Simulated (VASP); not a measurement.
Consider the following.

```xyz
2
Lattice="0.0000 2.1200 2.1200 2.1200 0.0000 2.1200 2.1200 2.1200 0.0000" Properties=species:S:1:pos:R:3 pbc="T T T"
Ti     0.0000     0.0000     0.0000
N      2.1200     2.1200     2.1200
```

Calculation: r2SCAN meta-GGA, VASP's PBE PAW potentials (set 64) (plane waves; VASP). Numerical set-up: PREC = Normal, EDIFF = 1E-5, 450 eV cut-off, 17×17×17 Γ-centred mesh, first-order Methfessel-Paxton smearing of 0.10 eV, potentials Ti_sv N.

At this cut-off the stress carries a Pulay error, which pulls relaxed volumes low.

Task: Estimate the energy per atom (σ→0), pressure, band gap (on the k-mesh) with the smallest direct gap where there is one.

Result: 
```yaml
band gap (on the k-mesh): none (metal, semimetal or under 0.01 eV)
energy per atom (σ→0): -13.005 eV/atom
pressure: -1.41 GPa
```

The absolute energy has meaning only against runs of the same code, potentials and settings.

The compound is TiN in the rock salt structure. The cell was not relaxed at this level. The electron count is odd and the run is not spin-polarised, which forces a metal.
